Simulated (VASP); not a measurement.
Input:

```
CELL_PARAMETERS angstrom
      0.00000     2.27410     2.27410
      2.27410     0.00000     2.27410
      2.27410     2.27410     0.00000
ATOMIC_POSITIONS crystal
  B  0.00000 0.00000 0.00000
  P  0.25000 0.25000 0.25000
```

The numbers are results of PW91 GGA, VASP's PBE PAW potentials (set 64) (plane waves; VASP), not measurements. Run with 520 eV cut-off, 11×11×11 Γ-centred mesh, tetrahedra with Blöchl corrections, potentials B P.

Task: What does the run give for the energy per atom (σ→0)?

Result: 
* **energy per atom (σ→0)**: -6.465 eV/atom

The absolute energy has meaning only against runs of the same code, potentials and settings.

The compound is BP in the zinc blende structure. It was relaxed first.
